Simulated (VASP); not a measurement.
# TiW under changes of volume

One of the cells (16.376 Å³/atom); the others are scaled copies at fixed shape and fractional positions:

```
CELL_PARAMETERS angstrom
1.60428 -2.26957 0.00000
1.60428 2.26957 0.00000
0.00000 0.00000 4.49771
ATOMIC_POSITIONS crystal
W 0.50000 0.50000 0.50000
Ti 0.00000 0.00000 0.00000
```

The cell comes from a database or a generator and needn't be the stable form of this composition.

* Program: VASP 6.6.1
* Functional: PBEsol
* Potentials or basis: VASP PAW PBE potentials, release 64 (W_sv, Ti_sv)
* Cutoff: 520 eV
* k mesh: 10 × 10 × 6
* Occupations: fermi-dirac, width 0.05 eV
* Spin: no spin polarisation

```csv
volume (Å³/atom),energy over the lowest point (meV/atom),pressure (GPa)
15.092,?,?
15.413,2.06,3.3
15.734,0.00,-1.1
16.376,20.22,-8.8
16.697,41.04,-12.0
17.018,68.14,-15.0
```

**Question.** What does the run at 15.092 Å³/atom give?

**Answer.** Energy over the lowest point 13.35 meV/atom; pressure 8.1 GPa.

Worked out: A Birch-Murnaghan fit of order 3 (a polynomial in V^(-2/3)) to the other rows has its minimum at 15.65 Å³/atom with B0 = V·E''(V) = 209 GPa and B' = 3.7 at fixed shape and positions, which overstates the stiffness. It gives 13.34 meV/atom at 15.092 Å³/atom, against the run's 13.35, and -dE/dV = 8.1 GPa, against 8.1.

Energies are extrapolated to zero smearing.

Caveats: the PAW data sets were made with another functional, which shifts forces and pressure a little.
